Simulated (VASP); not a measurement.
Given:

```
CELL_PARAMETERS angstrom
      4.09413    -2.26167    -0.01571
      4.09413     2.26167    -0.01571
      2.85901     0.00000     3.70180
ATOMIC_POSITIONS crystal
  Bi 0.23663 0.23663 0.23663
  Bi 0.76337 0.76337 0.76337
```

Level of theory: PBEsol GGA with spin-orbit coupling, VASP's PBE PAW potentials (set 64) (plane waves; VASP). Numerical set-up: 400 eV cut-off, 9×9×9 Γ-centred mesh, Gaussian smearing of 0.050 eV, potentials Bi_d.

Problem. Give the energies of bands 25 to 37 at the high-symmetry points, in eV from the Fermi level.

Solution. 
```json
[
 {"band": "25", "Γ": "-2.79", "T": "-1.62", "H2": "-4.41", "L": "-1.72", "S0": "-4.64", "F": "-4.98"},
 {"band": "26", "Γ": "-2.79", "T": "-1.62", "H2": "-4.41", "L": "-1.72", "S0": "-4.64", "F": "-4.98"},
 {"band": "27", "Γ": "-0.75", "T": "-1.29", "H2": "-4.24", "L": "-1.69", "S0": "-3.18", "F": "-3.78"},
 {"band": "28", "Γ": "-0.75", "T": "-1.29", "H2": "-4.24", "L": "-1.69", "S0": "-3.18", "F": "-3.78"},
 {"band": "29", "Γ": "-0.55", "T": "0.11", "H2": "-0.39", "L": "-0.13", "S0": "-2.07", "F": "-2.52"},
 {"band": "30", "Γ": "-0.55", "T": "0.11", "H2": "-0.39", "L": "-0.13", "S0": "-2.07", "F": "-2.52"},
 {"band": "31", "Γ": "1.28", "T": "0.26", "H2": "0.61", "L": "-0.02", "S0": "2.34", "F": "2.36"},
 {"band": "32", "Γ": "1.28", "T": "0.26", "H2": "0.61", "L": "-0.02", "S0": "2.34", "F": "2.36"},
 {"band": "33", "Γ": "3.52", "T": "0.86", "H2": "4.87", "L": "0.67", "S0": "3.77", "F": "4.17"},
 {"band": "34", "Γ": "3.52", "T": "0.86", "H2": "4.87", "L": "0.67", "S0": "3.77", "F": "4.17"},
 {"band": "35", "Γ": "3.78", "T": "1.09", "H2": "5.35", "L": "1.02", "S0": "4.60", "F": "6.17"},
 {"band": "36", "Γ": "3.78", "T": "1.09", "H2": "5.35", "L": "1.02", "S0": "4.60", "F": "6.17"},
 {"band": "37", "Γ": "5.51", "T": "7.21", "H2": "5.88", "L": "7.62", "S0": "6.14", "F": "6.90"}
]
```

It has no gap at this level: it comes out as a metal or semimetal.

The compound is Bi in the a7 structure. It was relaxed first.
